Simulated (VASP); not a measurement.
```xyz
3
Lattice="1.5094 -2.6144 0.0000 1.5094 2.6144 0.0000 0.0000 0.0000 3.1862" Properties=species:S:1:pos:R:3 pbc="T T T"
Ti     0.0000     0.0000     0.0000
B      1.5094     0.8715     1.5931
B      1.5094    -0.8715     1.5931
```

Calculation: PBEsol GGA, VASP's PBE PAW potentials (set 64) (plane waves; VASP 6.6.1). Numerical set-up: 520 eV cut-off, Gaussian smearing of 0.050 eV, potentials Ti_sv B.

Q: Give the energies of bands 6 to 12 at the high-symmetry points, in eV from the Fermi level.

A: 
```tsv
band	Γ	M	K	A	L	H
6	-2.78	-9.30	-8.41	-7.76	-7.61	-8.69
7	-2.78	-3.38	-7.52	-0.63	-4.82	-5.81
8	-2.28	-3.29	-1.92	-0.63	-3.99	-3.29
9	-2.25	-2.43	-1.92	-0.33	-3.23	-3.29
10	1.89	1.32	1.35	-0.33	2.55	2.56
11	1.89	2.74	1.35	0.37	2.94	4.37
12	3.76	3.24	1.92	0.37	4.64	4.37
```

It has no gap at this level: it comes out as a metal or semimetal.

The compound is TiB2 in the AlB2 type structure. It was relaxed first.
